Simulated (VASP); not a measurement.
Crystal: Ir.

```
Ir
1.0
     0.00000    1.91950    1.91950
     1.91950    0.00000    1.91950
     1.91950    1.91950    0.00000
Ir
1
Direct
  0.00000 0.00000 0.00000
```

Base run:

```yaml
Program: VASP 6.6.1
Functional: PBE
Potentials_or_basis: VASP PAW PBE potentials, release 64 (Ir)
Cutoff: 520 eV
k_mesh: 20 × 20 × 20
Occupations: fermi-dirac, width 0.1 eV
Spin: non-collinear spin, zero start, spin-orbit coupling
Starting_moments: "[[0.0, 0.0, 0.0]] μB"
```

Its results: pressure 10.9 GPa.

The run is repeated on the same cell with these changes: spin from non-collinear spin, zero start, spin-orbit coupling to no spin polarisation. What comes out?

Pressure 9.9 GPa.
